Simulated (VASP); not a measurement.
VASP ran on this input.

**KPOINTS**
```
Automatic mesh
0
Gamma
 8 8 5
0 0 0
```

**INCAR**
```
ALGO = Normal
EDIFF = 1E-6
EDIFFG = -0.02
ENCUT = 400
GGA = PS
IBRION = 2
ISIF = 3
ISMEAR = 1
LASPH = .True.
LCHARG = .False.
LMAXMIX = 4
LREAL = .False.
LWAVE = .False.
NELM = 100
NSW = 60
PREC = Accurate
SIGMA = 0.1
SYSTEM = ScAlGe
```

POSCAR:
```
ScAlGe
1
    1.9594345009    -4.8872258938     0.0000000000
    1.9594345009     4.8872258938     0.0000000000
    0.0000000000     0.0000000000     5.4867490797
Sc Al Ge
2 2 2
Direct
  0.6881041233   0.3118958767   0.7500000000
  0.3118958767   0.6881041233   0.2500000000
  0.0000000000   1.0000000000   0.0000000000
  0.0000000000   1.0000000000   0.5000000000
  0.3845271212   0.6154728788   0.7500000000
  0.6154728788   0.3845271212   0.2500000000
```

POTCAR, in this order: Sc_sv Al Ge_d (PBE.64 set). Program: vasp_std.

### Question
Write an equivalent input for Ansatz.

### Answer
One equivalent input (not run):
Ansatz 0.2 input:
```yaml
crystal:
  lattice:
    - [1.9594345, -4.8872259, 0.0000000]
    - [1.9594345, 4.8872259, 0.0000000]
    - [0.0000000, 0.0000000, 5.4867491]
  atoms:
    - { symbol: Sc, position: [0.6881041, 0.3118959, 0.7500000] }
    - { symbol: Sc, position: [0.3118959, 0.6881041, 0.2500000] }
    - { symbol: Al, position: [0.0000000, 1.0000000, 0.0000000] }
    - { symbol: Al, position: [0.0000000, 1.0000000, 0.5000000] }
    - { symbol: Ge, position: [0.3845271, 0.6154729, 0.7500000] }
    - { symbol: Ge, position: [0.6154729, 0.3845271, 0.2500000] }
kpoints:
  mp_grid: { grid: [8, 8, 5] }
hamiltonian:
  xc: pbesol
  pseudopotentials: { kind: paw }
scf:
  occupations: { method: methfessel_paxton, width: 0.1 }
  max_iter: 100
relax:
  max_steps: 60
  f_tol: 0.02
  cell: {}
output: { forces: true, stress: true, eigenvalues: true }
```
Limits of the translation: each code has its own PAW files, so the cut-off isn't converted (ENCUT is set for VASP's; basis.ecutwfc is left out, and Ansatz then takes the one that its files recommend); Ansatz stops its SCF on the density residual and VASP on the energy change (EDIFF).

The structure comes from a computed database's ScAlGe entry (Cmcm); how it stands against other phases isn't given here. This run relaxes it. Symmetry was kept, so distortions that lower it aren't found. The start is the result of an earlier pass.
